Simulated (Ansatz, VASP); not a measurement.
**Two plane-wave programs on PC2**

```
P C
1.0
     2.85244    0.00000    0.00000
    -1.42622    2.47028    0.00000
     0.00000    0.00000    7.02895
P C
2 4
Direct
  0.00000 0.00000 0.50000
  0.00000 0.00000 0.00000
  0.66667 0.33333 0.35082
  0.33333 0.66667 0.64918
  0.33333 0.66667 0.85082
  0.66667 0.33333 0.14918
```

Alike in both runs: functional PBE; k mesh 15 × 15 × 6; occupations gaussian, width 0.1 eV; no spin polarisation.

Ansatz relaxed the structure, and its values are those at the end. VASP's run is a single point on that final structure, the one shown.

|  | VASP | Ansatz |
| --- | --- | --- |
| version | VASP 6.6.1 | Ansatz 0.2.0 |
| potentials or method | VASP PAW PBE potentials, release 64 (P, C) | scalar-relativistic, plane waves, PAW |
| plane-wave cutoff (eV) | 520 | 420 |
| valence electrons in the cell | 26 | 26 |

```csv
,VASP,Ansatz,Ansatz less VASP
gap on the k mesh at the Fermi level (eV),none,none,-
pressure (GPa),-0.3,0.0,+0.27
rms of the force components (eV/Å),0.032,0.000,-0.0321
```

A gap of «none» marks a metal or a gap that the smearing closes. With one functional, cell and mesh, what is left measures potentials, basis and numerics.
